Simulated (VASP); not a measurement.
OSZICAR of a VASP run on Cu3Sn (space group Fm-3m):

File OSZICAR:
```
       N       E                     dE             d eps       ncg     rms          rms(c)
DAV:   1     0.333057242084E+03    0.33306E+03   -0.18559E+04  1656   0.252E+03
DAV:   2    -0.238005415868E+02   -0.35686E+03   -0.34837E+03  1624   0.500E+02
DAV:   3    -0.652119799985E+02   -0.41411E+02   -0.39571E+02  1752   0.200E+02
DAV:   4    -0.665078765259E+02   -0.12959E+01   -0.12907E+01  2112   0.427E+01
DAV:   5    -0.665689852305E+02   -0.61109E-01   -0.61099E-01  2524   0.770E+00    0.142E+01
DAV:   6    -0.595763612941E+02    0.69926E+01   -0.54867E+01  1812   0.150E+02    0.103E+01
DAV:   7    -0.568646925485E+02    0.27117E+01   -0.10771E+01  1800   0.706E+01    0.259E+00
DAV:   8    -0.569016364814E+02   -0.36944E-01   -0.11647E+00  2184   0.253E+01    0.183E+00
DAV:   9    -0.569428075332E+02   -0.41171E-01   -0.31796E-01  2104   0.152E+01    0.185E+00
DAV:  10    -0.568730830953E+02    0.69724E-01   -0.15277E-01  1988   0.834E+00    0.506E-01
DAV:  11    -0.568725781597E+02    0.50494E-03   -0.20082E-02  2448   0.169E+00    0.249E-01
DAV:  12    -0.568618852155E+02    0.10693E-01   -0.14732E-02  1800   0.107E+00    0.202E-01
DAV:  13    -0.568720898374E+02   -0.10205E-01   -0.11315E-02  2004   0.145E+00    0.591E-02
DAV:  14    -0.568726222011E+02   -0.53236E-03   -0.97783E-04  2092   0.336E-01    0.276E-02
DAV:  15    -0.568726024814E+02    0.19720E-04   -0.30703E-05  2444   0.889E-02    0.213E-02
DAV:  16    -0.568726247452E+02   -0.22264E-04   -0.86124E-06  1872   0.382E-02    0.141E-02
DAV:  17    -0.568726023852E+02    0.22360E-04   -0.20141E-05  2256   0.786E-02    0.106E-02
DAV:  18    -0.568726194290E+02   -0.17044E-04   -0.22356E-06  1264   0.239E-02    0.318E-03
DAV:  19    -0.568726163240E+02    0.31050E-05   -0.49229E-07   892   0.111E-02    0.132E-03
DAV:  20    -0.568726185420E+02   -0.22180E-05   -0.19909E-07   884   0.843E-03    0.371E-04
DAV:  21    -0.568726158560E+02    0.26860E-05   -0.68463E-08   880   0.280E-03    0.417E-04
DAV:  22    -0.568726158315E+02    0.24510E-07   -0.33731E-08   884   0.323E-03
   1 F= -.56872616E+02 E0= -.56872593E+02  d E =-.568726E+02
       N       E                     dE             d eps       ncg     rms          rms(c)
DAV:   1    -0.575404895302E+02   -0.66787E+00   -0.11776E+01  1652   0.691E+01    0.617E+00
DAV:   2    -0.570527182545E+02    0.48777E+00   -0.45063E+00  1816   0.462E+01    0.222E+00
DAV:   3    -0.569057951716E+02    0.14692E+00   -0.81988E-01  1828   0.205E+01    0.124E+00
DAV:   4    -0.568806096016E+02    0.25186E-01   -0.79208E-02  2304   0.925E+00    0.457E-01
DAV:   5    -0.568774578506E+02    0.31518E-02   -0.13446E-02  2128   0.494E+00    0.165E-01
DAV:   6    -0.568766720484E+02    0.78580E-03   -0.43185E-03  2696   0.129E+00    0.808E-02
DAV:   7    -0.568766649280E+02    0.71205E-05   -0.67718E-04  2360   0.943E-01    0.400E-02
DAV:   8    -0.568765645460E+02    0.10038E-03   -0.18867E-04  2316   0.315E-01    0.307E-02
DAV:   9    -0.568766431362E+02   -0.78590E-04   -0.23594E-04  2244   0.270E-01    0.833E-03
DAV:  10    -0.568766724643E+02   -0.29328E-04   -0.35499E-05  2288   0.987E-02    0.234E-03
DAV:  11    -0.568766727111E+02   -0.24682E-06   -0.15962E-06  1228   0.189E-02
   2 F= -.56876673E+02 E0= -.56876369E+02  d E =-.405688E-02
       N       E                     dE             d eps       ncg     rms          rms(c)
DAV:   1    -0.569850634225E+02   -0.10839E+00   -0.17499E+00  1664   0.258E+01    0.254E+00
DAV:   2    -0.569137446431E+02    0.71319E-01   -0.80431E-01  1796   0.193E+01    0.102E+00
DAV:   3    -0.568833337791E+02    0.30411E-01   -0.15743E-01  1800   0.884E+00    0.454E-01
DAV:   4    -0.568798794020E+02    0.34544E-02   -0.10697E-02  2464   0.282E+00    0.160E-01
DAV:   5    -0.568796302603E+02    0.24914E-03   -0.15275E-03  2236   0.160E+00    0.790E-02
DAV:   6    -0.568795617072E+02    0.68553E-04   -0.67944E-04  2684   0.488E-01    0.292E-02
DAV:   7    -0.568795700060E+02   -0.82988E-05   -0.84282E-05  2440   0.251E-01    0.215E-02
DAV:   8    -0.568795694705E+02    0.53547E-06   -0.65596E-06  1812   0.296E-02
   3 F= -.56879569E+02 E0= -.56879377E+02  d E =-.695364E-02
       N       E                     dE             d eps       ncg     rms          rms(c)
DAV:   1    -0.568818611688E+02   -0.22912E-02   -0.39935E-02  1656   0.392E+00    0.379E-01
DAV:   2    -0.568803467053E+02    0.15145E-02   -0.18109E-02  1800   0.289E+00    0.149E-01
DAV:   3    -0.568796127471E+02    0.73396E-03   -0.35119E-03  1808   0.130E+00    0.703E-02
DAV:   4    -0.568795098814E+02    0.10287E-03   -0.19692E-04  2412   0.233E-01    0.133E-02
DAV:   5    -0.568794896092E+02    0.20272E-04   -0.20506E-05  2480   0.101E-01    0.608E-03
DAV:   6    -0.568794910113E+02   -0.14021E-05   -0.32541E-06  1704   0.603E-02    0.264E-03
DAV:   7    -0.568794918230E+02   -0.81165E-06   -0.92772E-07   888   0.119E-02
   4 F= -.56879492E+02 E0= -.56879282E+02  d E =-.687599E-02
       N       E                     dE             d eps       ncg     rms          rms(c)
DAV:   1    -0.568801656772E+02   -0.67467E-03   -0.10331E-02  1664   0.200E+00    0.191E-01
DAV:   2    -0.568796909144E+02    0.47476E-03   -0.44909E-03  1816   0.145E+00    0.751E-02
DAV:   3    -0.568795585778E+02    0.13234E-03   -0.86407E-04  1816   0.655E-01    0.354E-02
DAV:   4    -0.568795426668E+02    0.15911E-04   -0.57137E-05  2456   0.206E-01    0.111E-02
DAV:   5    -0.568795436605E+02   -0.99370E-06   -0.78113E-06  1644   0.115E-01
   5 F= -.56879544E+02 E0= -.56879341E+02  d E =-.692783E-02
```

### Question
Which electronic solver shows in the log?

### Answer
It is blocked Davidson (ALGO = Normal, or the opening steps of other solvers). The INCAR had ALGO = Normal.

### Question
Can the final energy be trusted as converged?

### Answer
The calculation finished and met its thresholds. It stopped with EDIFF = 1E-6, NELM = 100, NSW = 60 and EDIFFG = -0.02 after 5 ionic steps (r2SCAN meta-GGA, plane waves, VASP's PBE PAW potentials (set 64)).

The structure comes from a computed database's Cu3Sn entry (Fm-3m); how it stands against other phases isn't given here. This run relaxes it. Symmetry was kept, so distortions that lower it aren't found. The start is the result of an earlier pass. The electron count is odd and the run is not spin-polarised, which forces a metal.
